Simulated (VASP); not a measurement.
Wanted: the native input for a VASP 6.6.1 run.

```
Task                   : single point
Functional             : r2SCAN
Potentials or basis    : VASP PAW PBE potentials, release 64 (Be, Li_sv)
Cutoff                 : 520 eV
k mesh                 : 4 × 4 × 1
Occupations            : fermi-dirac, width 0.05 eV
Spin                   : no spin polarisation
Dipole correction      : no
Further INCAR settings : ALGO = Normal; EDIFF = 1e-07; NBANDS = 26
```

The system is LiBe12, a slab with vacuum.

```
Be Li
1.0
     4.58000    0.00000    0.00000
     2.29000    3.96640    0.00000
     0.00000    0.00000   16.58843
Be Li
12 1
Cartesian
  0.0000 0.0000 1.0000
  2.2900 0.0000 1.0000
  1.1450 1.9832 1.0000
  3.4350 1.9832 1.0000
  -0.0851 1.4761 2.7993
  2.3878 1.1961 2.9061
  1.0648 3.3949 2.7542
  3.3792 3.3819 2.6994
  -0.0321 0.1312 4.3834
  2.3912 0.0431 4.7391
  1.2538 2.0508 4.5630
  3.5394 1.9541 4.6802
  2.0728 2.9788 6.4282
```

The cell was built by a generator and needn't be a form met in nature.

One way to write it, as run:

POSCAR

```
LiBe12
1.0
    4.5800000000      0.0000000000      0.0000000000
    2.2900000000      3.9663960000      0.0000000000
    0.0000000000      0.0000000000     16.5884300000
Be Li
12 1
Direct
    0.0000000000      0.0000000000      0.0602829804
    0.5000000000      0.0000000000      0.0602829804
   -0.0000002521      0.5000005042      0.0602829804
    0.4999997479      0.5000005042      0.0602829804
   -0.2046565082      0.3721514443      0.1687501469
    0.3705745158      0.3015583921      0.1751883692
   -0.1954686903      0.8559155465      0.1660313845
    0.3114975879      0.8526380119      0.1627278772
   -0.0235476773      0.0330778873      0.2642444161
    0.5166629260      0.0108662877      0.2856870723
    0.0152336165      0.5170436840      0.2750712394
    0.5264628252      0.4926638692      0.2821364047
    0.0770718049      0.7510092285      0.3875110544
```

INCAR.step1

```
  ALGO = Normal
  EDIFF = 1E-4
  ENCUT = 520
  GGA = PE
  ISMEAR = -1
  LASPH = T
  LCHARG = F
  LREAL = F
  LWAVE = T
  NBANDS = 26
  NELM = 100
  PREC = Accurate
  SIGMA = 0.05
```

INCAR.step2

```
  ALGO = Normal
  EDIFF = 1E-7
  ENCUT = 520
  ISIF = 2
  ISMEAR = -1
  ISTART = 1
  LASPH = T
  LCHARG = F
  LMIXTAU = T
  LREAL = F
  LWAVE = F
  METAGGA = R2SCAN
  NBANDS = 26
  NELM = 100
  PREC = Accurate
  SIGMA = 0.05
```

KPOINTS

```
k-points
0
Gamma
  4 4 1
```

Potentials or basis: VASP PAW PBE potentials, release 64 (Be, Li_sv).

Run with:

```console
$ cat potpaw_PBE.64/Be/POTCAR potpaw_PBE.64/Li_sv/POTCAR > POTCAR
$ cp INCAR.step1 INCAR
$ mpirun -np 1 vasp_std > vasp.out
$ cp INCAR.step2 INCAR
$ mpirun -np 1 vasp_std > vasp.out
```

It gave:

| Quantity | Value |
| --- | --- |
| Largest force | 1.750 eV/Å |
| Band gap on the k mesh | none (metal or under the smearing width) |

Caveat: the k mesh is coarse (spacing up to 0.40 Å⁻¹), so the values aren't converged; the PAW data sets were made with another functional, which shifts forces and pressure a little.

It took 5.3 min on 1 thread of Intel(R) Xeon(R) 6975P-C (Granite Rapids) (shared host), peak memory 0.45 GiB.
